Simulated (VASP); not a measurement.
# NaCdCuS2: structure and properties in VASP

Wanted: the relaxed cell of NaCdCuS2 and its properties. The steps: rough relaxation of the start cell, relaxing cell and atoms (BLYP + D3(BJ)), single point with fields (BLYP + D3(BJ)), bands along the symmetry lines (BLYP + D3(BJ)), total and projected DOS (BLYP + D3(BJ)) and bands along the symmetry lines (HSE06). The cell is invented: it takes the structure of a Materials Project entry for NaLiCdS2 (space group 156 there), with some of its atoms replaced by other elements, volume scaled by an estimate. It may not be a known or stable phase. Left out of this account: 1 further run (relaxation: it shows nothing beyond the runs told).

Main program and level: VASP 6.6.1; BLYP with D3(BJ), no spin polarisation; plane waves and PAW (Cd, Cu, S, Na_pv), in the first sound run; inputs show where later runs differ.

### Step 1. The structure

Before any relaxation, the start is as follows. It takes space group P3m1 (No. 156, trigonal). Conventional cell: a = 4.163 Å, b = 4.163 Å, c = 7.051 Å, α = 90.00°, β = 90.00°, γ = 120.00°. Nearest to Cd lie 4 S at 2.53 to 2.59 Å. Cu has 4 S at 2.47 to 2.92 Å nearest. S has 3 Cd at 2.59 Å and 1 Cu at 2.92 Å and 3 Na at 3.08 Å nearest. Nearest to S lie 3 Cu at 2.47 Å and 1 Cd at 2.53 Å and 3 Na at 2.91 Å. Na has 6 S at 2.91 to 3.08 Å nearest. It derives from NaLiCdS2. it takes the structure of a Materials Project entry for NaLiCdS2 (space group 156 there), with some of its atoms replaced by other elements, volume scaled by an estimate. Farther neighbours and most contacts between anions are not listed.

### Step 2. Rough relaxation of the start cell

The start is only an estimate, so a cheap relaxation brings it near a minimum before any careful run. BLYP comes from molecular chemistry and underbinds dense solids. A dispersion term adds the long-range attraction that semilocal functionals lack. D3 with Becke-Johnson damping keeps a finite attraction at short range.

Input file INCAR:

```
SYSTEM = NaCdCuS2
PREC = Normal
ENCUT = 400
EDIFF = 1E-05
NELM = 60
ISMEAR = 0
SIGMA = 0.05
LREAL = .FALSE.
ALGO = Fast
GGA = B5
ALDAX = 1
AGGAX = 1
AGGAC = 1
ALDAC = 0
IVDW = 12
VDW_S6 = 1
VDW_S8 = 2.6996
VDW_A1 = 0.4298
VDW_A2 = 4.2359
NBANDS = 27
LORBIT = 11
LWAVE = .FALSE.
LCHARG = .FALSE.
KPAR = 2
IBRION = 2
NSW = 40
ISIF = 3
EDIFFG = -0.04
```

Input file POSCAR:

```
NaCdCuS2
1.0
    4.1625900000      0.0000000000      0.0000000000
   -2.0812950000      3.6049080000      0.0000000000
    0.0000000000      0.0000000000      7.0509590000
Cd Cu S Na
1 1 2 1
Direct
    0.0000000000      0.0000000000      0.3821820000
    0.6666666700      0.3333333300      0.6589780000
    0.6666666700      0.3333333300      0.2451090000
    0.0000000000      0.0000000000      0.7407290000
    0.3333333300      0.6666666700      0.9730030000
```

Input file KPOINTS:

```
Automatic mesh
0
Gamma
5 5 3
0 0 0
```

Potentials, in the order of the species: Cd, Cu, S and Na_pv (PBE family, release 64).

The run is started by

```bash
$ mpirun -np 2 vasp_std
```

The log of the run:

```text
[banner, memory and clock lines left out]
running    2 mpi-ranks, on    1 nodes
 distrk:  each k-point on    1 cores,    2 groups
 distr:  one band on    1 cores,    1 groups

 POSCAR found type information on POSCAR CdCuS Na
 POSCAR found :  4 types and       5 ions
|                                                                             |
|               ----> ADVICE to this user running VASP <----                  |
|                                                                             |
|     You enforced a specific xc type in the INCAR file but a different       |
|     [... a line on the potential file left out ...]
|     I HOPE YOU KNOW WHAT YOU ARE DOING!                                     |
|                                                                             |

 LDA part: xc-table for (Slater(with rela. corr.)+VWN5), standard interpolation
 POSCAR, INCAR and KPOINTS ok, starting setup
 FFT: planning ... GRIDC
 FFT: planning ... GRID_SOFT
 FFT: planning ... GRID
 WAVECAR not read
 entering main loop
       N       E                     dE             d eps       ncg     rms          rms(c)
DAV:   1     0.342673770151E+03    0.34267E+03   -0.17308E+04   648   0.143E+03
DAV:   2     0.165958639689E+02   -0.32608E+03   -0.31627E+03   654   0.380E+02
DAV:   3    -0.151075171533E+02   -0.31703E+02   -0.31207E+02   847   0.127E+02
DAV:   4    -0.163962880541E+02   -0.12888E+01   -0.12814E+01   826   0.257E+01
DAV:   5    -0.164432360576E+02   -0.46948E-01   -0.46895E-01   909   0.446E+00    0.967E+00
RMM:   6    -0.149961715957E+02    0.14471E+01   -0.83478E+00   650   0.298E+01    0.728E+00
RMM:   7    -0.146972620184E+02    0.29891E+00   -0.41009E+00   755   0.197E+01    0.546E+00
RMM:   8    -0.147734895856E+02   -0.76228E-01   -0.11119E+00   759   0.403E+00    0.284E+00
RMM:   9    -0.147552619313E+02    0.18228E-01   -0.15414E-01   720   0.279E+00    0.532E-01
RMM:  10    -0.147464470251E+02    0.88149E-02   -0.35361E-02   789   0.180E+00    0.335E-01
RMM:  11    -0.147479372022E+02   -0.14902E-02   -0.16019E-02   877   0.593E-01    0.184E-01
RMM:  12    -0.147476593313E+02    0.27787E-03   -0.22699E-03   764   0.384E-01    0.790E-02
RMM:  13    -0.147476510824E+02    0.82489E-05   -0.65366E-04   742   0.249E-01    0.331E-02
RMM:  14    -0.147476586987E+02   -0.76163E-05   -0.23423E-04   716   0.865E-02    0.194E-02
RMM:  15    -0.147476591464E+02   -0.44777E-06   -0.27084E-05   503   0.430E-02
   1 F= -.18202552E+02 E0= -.18202449E+02  d E =-.182026E+02
 curvature:   0.00 expect dE= 0.000E+00 dE for cont linesearch  0.000E+00
 trial: gam= 0.00000 g(F)=  0.185E-01 g(S)=  0.305E+00 ort = 0.000E+00 (trialstep = 0.100E+01)
 search vector abs. value=  0.324E+00
 bond charge predicted
       N       E                     dE             d eps       ncg     rms          rms(c)
DAV:   1    -0.189154837016E+02   -0.41678E+01   -0.83705E+01   736   0.129E+02    0.191E+01
RMM:   2    -0.182725378346E+02    0.64295E+00   -0.58139E+01   658   0.884E+01    0.110E+01
RMM:   3    -0.146134119174E+02    0.36591E+01   -0.20554E+01   679   0.516E+01    0.280E+00
RMM:   4    -0.146033936230E+02    0.10018E-01   -0.19879E+00   730   0.141E+01    0.280E+00
RMM:   5    -0.146113780710E+02   -0.79844E-02   -0.55634E-01   710   0.831E+00    0.148E+00
RMM:   6    -0.145885198529E+02    0.22858E-01   -0.28733E-01   772   0.477E+00    0.448E-01
RMM:   7    -0.145970893996E+02   -0.85695E-02   -0.12103E-01   827   0.182E+00    0.465E-01
RMM:   8    -0.145968190614E+02    0.27034E-03   -0.76895E-03   760   0.934E-01    0.272E-01
RMM:   9    -0.145961784614E+02    0.64060E-03   -0.82114E-03   676   0.984E-01    0.133E-01
RMM:  10    -0.145963287100E+02   -0.15025E-03   -0.26307E-03   808   0.304E-01    0.106E-01
RMM:  11    -0.145963085941E+02    0.20116E-04   -0.39491E-04   736   0.131E-01    0.563E-02
RMM:  12    -0.145962645769E+02    0.44017E-04   -0.15920E-04   619   0.124E-01    0.173E-02
RMM:  13    -0.145962694935E+02   -0.49166E-05   -0.11928E-04   572   0.648E-02    0.928E-03
RMM:  14    -0.145962688884E+02    0.60515E-06   -0.14761E-05   417   0.316E-02
   2 F= -.18389669E+02 E0= -.18389669E+02  d E =-.187116E+00
[... from here on, the cycles between the ionic steps are left out ...]
   3 F= -.18391396E+02 E0= -.18391396E+02  d E =-.188843E+00
   4 F= -.18451135E+02 E0= -.18451135E+02  d E =-.597398E-01
   5 F= -.18512948E+02 E0= -.18512948E+02  d E =-.121553E+00
   6 F= -.18545784E+02 E0= -.18545784E+02  d E =-.328354E-01
   7 F= -.18547851E+02 E0= -.18547851E+02  d E =-.349029E-01
   8 F= -.18568586E+02 E0= -.18568586E+02  d E =-.207348E-01
   9 F= -.18576610E+02 E0= -.18576610E+02  d E =-.287588E-01
  10 F= -.18591687E+02 E0= -.18591687E+02  d E =-.150768E-01
  11 F= -.18589389E+02 E0= -.18589343E+02  d E =-.127786E-01
  12 F= -.18593678E+02 E0= -.18593676E+02  d E =-.170682E-01
  13 F= -.18593726E+02 E0= -.18593725E+02  d E =-.171164E-01
  14 F= -.18593747E+02 E0= -.18593745E+02  d E =-.171368E-01
  15 F= -.18596224E+02 E0= -.18596223E+02  d E =-.247752E-02
  16 F= -.18597584E+02 E0= -.18597583E+02  d E =-.383683E-02
  17 F= -.18599179E+02 E0= -.18599178E+02  d E =-.159497E-02
  18 F= -.18599143E+02 E0= -.18599143E+02  d E =-.155953E-02
  19 F= -.18599169E+02 E0= -.18599168E+02  d E =-.158513E-02
 curvature:  -0.74 expect dE=-0.417E-03 dE for cont linesearch -0.307E-06
 trial: gam= 0.31120 g(F)=  0.401E-03 g(S)=  0.158E-03 ort =-0.440E-04 (trialstep = 0.155E+01)
 search vector abs. value=  0.988E-03
 bond charge predicted
       N       E                     dE             d eps       ncg     rms          rms(c)
DAV:   1    -0.147859993607E+02   -0.44266E-02   -0.52022E-01   760   0.458E+00    0.227E-01
RMM:   2    -0.147861712911E+02   -0.17193E-03   -0.10366E-02   800   0.974E-01    0.109E-01
RMM:   3    -0.147862224080E+02   -0.51117E-04   -0.28525E-03   801   0.532E-01    0.867E-02
RMM:   4    -0.147862486276E+02   -0.26220E-04   -0.10729E-03   814   0.261E-01    0.565E-02
RMM:   5    -0.147862314740E+02    0.17154E-04   -0.14737E-04   610   0.113E-01    0.214E-02
RMM:   6    -0.147862286717E+02    0.28023E-05   -0.37695E-05   481   0.613E-02
  20 F= -.18599653E+02 E0= -.18599653E+02  d E =-.484542E-03
 trial-energy change:   -0.000485  1 .order   -0.000425   -0.000848   -0.000001
 step:   1.5554(harm=  1.5561)  dis= 0.00743  next Energy=   -18.599653 (dE=-0.485E-03)
 reached required accuracy - stopping structural energy minimisation
```

Elapsed: 2.9 min, on 2 MPI ranks of Intel Xeon Platinum 8488C (Sapphire Rapids), shared host; peak memory 0.33 GiB.

Lines that name or quote the potential files are left out of all logs, and their timing lines are given in words.

Parts of OUTCAR (step 2):

```text
ion  position               nearest neighbor table
   1  0.000  0.000  0.382-   4 2.53   3 2.59   3 2.59   3 2.59   2 3.10   2 3.10   2 3.10
   2  0.667  0.333  0.659-   4 2.47   4 2.47   4 2.47   1 3.10   1 3.10   1 3.10
   3  0.667  0.333  0.245-   1 2.59   1 2.59   1 2.59
   4  0.000  0.000  0.741-   2 2.47   2 2.47   2 2.47   1 2.53
   5  0.333  0.667  0.973-

  LATTYP: Found a hexagonal cell.
 ALAT       =     4.1625900000
 C/A-ratio  =     1.6938874595

 Subroutine GETGRP returns: Found  6 space group operations
 (whereof  6 operations were pure point group operations)

The static configuration has the point symmetry C_3v.

 Found     12 irreducible k-points:

   k-points           NKPTS =     12   k-points in BZ     NKDIM =     12   number of bands    NBANDS=     27

   dimension x,y,z NGX =    20 NGY =   20 NGZ =   36
   dimension x,y,z NGXF=    40 NGYF=   40 NGZF=   72

   ENCUT  =  400.0 eV  29.40 Ry    5.42 a.u.   6.79  6.79 11.50*2*pi/ulx,y,z

   NELECT =      42.0000    total number of electrons

 k-points in reciprocal lattice and weights: Automatic mesh
   0.00000000  0.00000000  0.00000000       0.013
   0.20000000  0.00000000  0.00000000       0.080
   0.40000000  0.00000000  0.00000000       0.080
   0.20000000  0.20000000  0.00000000       0.080
   0.40000000  0.20000000  0.00000000       0.080
   0.00000000  0.00000000  0.33333333       0.027
   0.20000000  0.00000000  0.33333333       0.080
   0.00000000  0.20000000  0.33333333       0.080
   0.40000000  0.00000000  0.33333333       0.080
   0.00000000  0.40000000  0.33333333       0.080
   0.20000000  0.20000000  0.33333333       0.160
   0.40000000  0.20000000  0.33333333       0.160

 Edisp (eV)   -3.81759

 average (electrostatic) potential at core
       1 -37.9928       2 -66.4012       3 -87.0673       4 -87.5237       5 -45.5278

 E-fermi :   4.6712

 k-point     1 :       0.0000    0.0000    0.0000
  band No.  band energies     occupation
    ...
     17       2.3726      2.00000
     18       2.7670      2.00000
     19       2.7670      2.00000
     20       4.5329      1.99991
     21       4.5329      1.99991
     22       4.8011      0.00024
     23       6.3607      0.00000
     24       9.3734      0.00000
     25      10.1201      0.00000
     26      10.1204      0.00000
    ...

 k-point     2 :       0.2000    0.0000    0.0000
  band No.  band energies     occupation
    ...
     17       2.0939      2.00000
     18       2.4551      2.00000
     19       2.7240      2.00000
     20       3.2755      2.00000
     21       3.9225      2.00000
     22       5.9921      0.00000
     23       7.4603      0.00000
     24       8.8100      0.00000
     25       9.7440      0.00000
     26      10.0802      0.00000
    ...

 k-point     3 :       0.4000    0.0000    0.0000
  band No.  band energies     occupation
    ...
     17       2.0841      2.00000
     18       2.1304      2.00000
     19       2.2990      2.00000
     20       2.9255      2.00000
     21       3.0712      2.00000
     22       6.6880      0.00000
     23       7.3211      0.00000
     24       7.6100      0.00000
     25       9.2800      0.00000
     26      10.4371      0.00000
    ...

 Edisp (eV)   -3.81342

  Total       0.06166     0.06166     0.00404     0.00000     0.00000    -0.00000
  in kB       1.02539     1.02539     0.06712     0.00000     0.00000    -0.00000
  external pressure =        0.71 kB  Pullay stress =        0.00 kB

  energy-cutoff  :      400.00
  volume of cell :       96.34
      direct lattice vectors                 reciprocal lattice vectors
     3.947719824  0.000000000 -0.000000000     0.253310783  0.146249073 -0.000000000
    -1.973859912  3.418825079  0.000000000    -0.000000000  0.292498147 -0.000000000
     0.000000000  0.000000000  7.138295893     0.000000000 -0.000000000  0.140089458

 POSITION                                       TOTAL-FORCE (eV/Angst)
 -----------------------------------------------------------------------------------
     -0.00000      0.00000      2.66277        -0.000000      0.000000      0.027455
      1.97386      1.13961      5.06211         0.000000     -0.000000     -0.014280
      1.97386      1.13961      1.48580        -0.000000     -0.000000     -0.027687
     -0.00000      0.00000      5.19539         0.000000      0.000000      0.018525
     -0.00000      2.27922      7.00884        -0.000000     -0.000000     -0.004014
 -----------------------------------------------------------------------------------
    total drift:                               -0.000019     -0.000008     -0.003562

  FREE ENERGIE OF THE ION-ELECTRON SYSTEM (eV)
  ---------------------------------------------------
  free  energy   TOTEN  =       -18.5996532455 eV

  energy  without entropy=      -18.5996523294  energy(sigma->0) =      -18.59965279

 reached required accuracy - stopping structural energy minimisation

 total charge
# of ion       s       p       d       tot
------------------------------------------
    1        0.428   0.319   9.576  10.323
    2        0.399   0.327   9.310  10.036
    3        1.339   2.438   0.000   3.778
    4        1.321   2.430   0.000   3.751
    5        0.058   5.992   0.000   6.049
--------------------------------------------------
tot          3.545  11.506  18.885  33.936

[... 3 further parts left out ...]
```

CONTCAR:

```
NaCdCuS2
   1.00000000000000
     3.9477198237854179    0.0000000000000000   -0.0000000000000000
    -1.9738599118927089    3.4188250787904573    0.0000000000000000
     0.0000000000000000    0.0000000000000000    7.1382958925724136
  Cd              Cu              S               Na
     1     1     2     1
Direct
     0.0000000000000000    0.0000000000000000    0.3730254980045100
     0.6666666699999979    0.3333333300000021    0.7091475561339869
     0.6666666699999979    0.3333333300000021    0.2081446564399194
     0.0000000000000000    0.0000000000000000    0.7278188501113713
     0.3333333300000021    0.6666666699999979    0.9818644393102096
```

This run has no spin polarisation, although Cu can carry a moment. The gap is read on the k-mesh alone, so it is an upper bound where the band edges lie off the mesh. LASPH is off, so gradient terms of the non-spherical density inside the spheres are left out; for open d or f shells this can shift gaps and moments. This relaxation is a rough one on cheap settings, only to bring the start near its minimum. The PAW data sets were made with PBE, which is usual practice but a small mismatch for other functionals. After so large a change of volume the plane waves of the start cell no longer fit, so the final stress carries a basis-set error. The run keeps the 6 symmetry operations of its start, so it cannot find a distortion of lower symmetry.

Relaxation path:

```tsv
step	energy less that of the first step (eV)	largest force (eV/Å)	pressure (GPa)	volume (Å³)
1	0.0000	0.4628	-4.54	105.80
2	-0.1871	0.8617	0.10	96.87
3	-0.1888	0.9340	0.70	95.80
4	-0.2486	0.7344	0.72	95.37
5	-0.3104	0.5085	0.49	94.42
6	-0.3432	0.3015	-0.31	95.36
7	-0.3453	0.3715	-0.50	95.63
8	-0.3660	0.3311	0.29	94.87
9	-0.3741	0.3007	1.05	94.18
10	-0.3891	0.1237	0.48	95.50
11	-0.3868	0.2468	-0.58	97.33
12	-0.3911	0.1207	-0.40	96.36
13	-0.3912	0.1084	-0.05	96.15
14	-0.3912	0.1184	-0.03	96.21
15	-0.3937	0.0913	-0.19	96.50
16	-0.3950	0.0664	-0.34	96.89
17	-0.3966	0.0697	-0.01	96.27
18	-0.3966	0.0721	0.09	96.21
19	-0.3966	0.0661	0.11	96.24
20	-0.3971	0.0277	0.07	96.34
```

```tsv
conventional cell, symmetrised	before	after	change
a (Å)	4.163	3.948	-5.2 %
b (Å)	4.163	3.948	-5.2 %
c (Å)	7.051	7.138	+1.2 %
volume (Å³/atom)	21.16	19.27	-8.9 %
```

The atoms that moved most (Å, as changes of fractional coordinates times the final cell):

```tsv
atom	dx	dy	dz	length
Cu2	0.000	0.000	0.358	0.358
S3	0.000	0.000	-0.264	0.264
S4	0.000	0.000	-0.092	0.092
Cd1	0.000	0.000	-0.065	0.065
Na5	0.000	0.000	0.063	0.063
```

The relaxed structure:

```xyz
5
Lattice="3.9477 0.0000 0.0000 -1.9739 3.4188 0.0000 0.0000 0.0000 7.1383" Properties=species:S:1:pos:R:3 pbc="T T T"
Cd    0.0000    0.0000    2.6628
Cu    1.9739    1.1396    5.0621
S     1.9739    1.1396    1.4858
S     0.0000    0.0000    5.1954
Na    0.0000    2.2792    7.0088
```

A gap read on the k-mesh alone can miss the band edges.

Numbers from this step:

| Property | Result |
| --- | --- |
| electrons | 42 |
| bands | 27 |
| irreducible k-points | 12 |
| symmetry operations | 6 |
| free energy (TOTEN) | -18.60 eV |
| Fermi energy | 4.671 eV |
| pressure | 0.07060 GPa |
| metallic | no |
| valence top at k | 0, 0, 0 |
| conduction bottom at k | 0, 0, 0 |
| least direct gap at k | 0, 0, 0 |
| SCF cycles over all ionic steps | 167 |
| gap on the k-mesh | 0.2682 eV |
| least direct gap on the k-mesh | 0.2682 eV |

It ends with a largest force of 0.028 eV/Å and a pressure of 0.07 GPa.

(Part 1 of 4 ends here.)

[Lines on the potential files, build, host, timing and source positions are cut from VASP's logs without a mark.]

[Logs are printed without paths, hosts, clocks, repeated set-up lines and the standing remarks that a program may print on its own settings, such as how far it seeks lower states.]

[Hosts, paths, dates, database ids (printed as entryN), source tags and the programs' standing remarks are cut or masked in the printed files.]

[A measured line is paired with the nearest computed mode of its activity, which favours agreement.]
